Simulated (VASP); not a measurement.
Method: PBE GGA, VASP's PBE PAW potentials (set 64) (plane waves; VASP).

Input for VASP

File POSCAR:
```
Zr
1
    1.5909626545    -2.7556280908     0.0000000000
    1.5909626545     2.7556280908    -0.0000000000
   -0.0000000000    -0.0000000000     5.0789751560
Zr
2
Direct
  0.3333330000   0.6666670000   0.2500000000
  0.6666670000   0.3333330000   0.7500000000
```

INCAR:
```
SYSTEM = Zr
PREC = Accurate
ENCUT = 480
EDIFF = 1E-7
NELM = 100
ALGO = Normal
LREAL = .FALSE.
LASPH = .TRUE.
ISMEAR = 1
SIGMA = 0.1
GGA = PE
LMAXMIX = 4
LWAVE = .FALSE.
LCHARG = .FALSE.
ISIF = 3
IBRION = 2
NSW = 40
EDIFFG = -0.01
PSTRESS = 50
```

**KPOINTS**
```
Automatic mesh
0
gamma
12 12 8
0 0 0
```

POTCAR, in this order: Zr_sv (PBE.64 set). Program: vasp_std.

What will the output report for the number of irreducible k-points (NKPTS), number of bands (NBANDS), largest plane-wave count, number of space-group operations, FFT grid (NGX, NGY, NGZ)?

| Property | Value |
|---|---|
| number of irreducible k-points (NKPTS) | 95 |
| number of bands (NBANDS) | 16 |
| largest plane-wave count | 1092 |
| number of space-group operations | 24 |
| FFT grid (NGX, NGY, NGZ) | 24 × 24 × 36 |

The compound is Zr in the hcp structure. It was relaxed first under an external pressure of 5 GPa.
